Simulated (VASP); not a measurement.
## F2AlSeH: relaxation of the atoms with PBE

F2AlSeH, in a box:

```xyz
5
Lattice="12.0000 0.0000 0.0000 0.0000 12.0000 0.0000 0.0000 0.0000 13.0000" Properties=species:S:1:pos:R:3 pbc="T T T"
F     6.8712    5.7027    8.3561
F     7.2881    4.8743    5.6797
Al    6.4610    5.8004    6.7709
Se    4.7504    7.1510    6.0964
H     4.9477    6.7491    4.7041
```

The cell isn't the ideal one: atoms moved at random, drawn with an rms of 0.02 Å.

```yaml
Program: VASP 6.6.1
Task: relaxation of the atoms
Functional: PBE
Potentials_or_basis: VASP PAW PBE potentials, release 64 (F, Al, Se, H)
Cutoff: 520 eV
k_mesh: 1 × 1 × 1
Occupations: gaussian, width 0.01 eV
Spin: no spin polarisation
Further_INCAR_settings: ALGO = Normal; EDIFF = 1e-07; IBRION = 2; EDIFFG = -0.01; NSW = 60
```

```
Energy gained by relaxing       : 2.9 meV/atom
Ionic steps                     : 19
Largest force after relaxing    : 0.005 eV/Å
Gap between the frontier levels : 4.45 eV
```

Forces on the atoms (eV/Å):
```
F   -0.001 -0.001  0.005
F   -0.001 -0.001 -0.003
Al   0.002  0.003  0.000
Se   0.000  0.000 -0.002
H    0.000  0.000  0.000
```

The path:
```tsv
step	energy change (eV)	largest force (eV/Å)	pressure (GPa)
1	0.0000	0.5979	0.05
2	0.0018	0.8230	-0.04
3	-0.0110	0.2323	0.01
4	-0.0123	0.2762	-0.02
5	-0.0130	0.1197	-0.01
6	-0.0137	0.0606	-0.01
7	-0.0137	0.0510	-0.01
8	-0.0139	0.0390	-0.01
9	-0.0140	0.0516	-0.01
10	-0.0141	0.0431	-0.01
11	-0.0143	0.0258	-0.01
12	-0.0143	0.0242	-0.01
13	-0.0143	0.0129	-0.01
14	-0.0143	0.0147	-0.01
15	-0.0143	0.0131	-0.01
16	-0.0143	0.0165	-0.01
17	-0.0143	0.0113	-0.01
18	-0.0143	0.0111	-0.01
19	-0.0143	0.0049	-0.01
```

Final structure:
```
CELL_PARAMETERS angstrom
12.00000 0.00000 0.00000
0.00000 12.00000 0.00000
0.00000 0.00000 13.00000
ATOMIC_POSITIONS crystal
F 0.57219 0.47601 0.64327
F 0.60835 0.40564 0.43608
Al 0.53803 0.48239 0.51991
Se 0.39473 0.59746 0.47000
H 0.41323 0.56161 0.36207
```

Levels at points of the mesh, in eV from the valence-band top:
```tsv
k point	band 9	band 10	band 11	band 12	band 13	band 14	band 15	band 16
(0.00, 0.00, 0.00)	-3.03	-2.74	-1.58	0.00	4.45	5.37	5.46	6.70
```

It took 15 min on 1 thread of AMD EPYC 9R45 96-Core Processor (Zen 5), with other jobs on the host, peak memory 1.4 GiB.
